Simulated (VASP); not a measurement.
Here is the system:

```
Li2S
1.0
    0.00000     2.90844     2.90844
    2.90844     0.00000     2.90844
    2.90844     2.90844     0.00000
Li S
2 1
Cartesian
  1.45422   1.45422   1.45422
  4.36266   4.36266   4.36266
  0.00000   2.90844   2.90844
```

Computed with revPBE GGA, VASP's PBE PAW potentials (set 64) (plane waves; VASP). Run with 520 eV cut-off, 7×7×7 Γ-centred mesh, Gaussian smearing of 0.050 eV, potentials Li_sv S.

Q: Estimate the energy per atom (σ→0).

A: 
| Property | Value |
|---|---|
| energy per atom (σ→0) | -3.821 eV/atom |

The absolute energy has meaning only against runs of the same code, potentials and settings.

The compound is Li2S in the antifluorite structure. This cell is one point of a volume scan, at 1.03 of the reference volume.
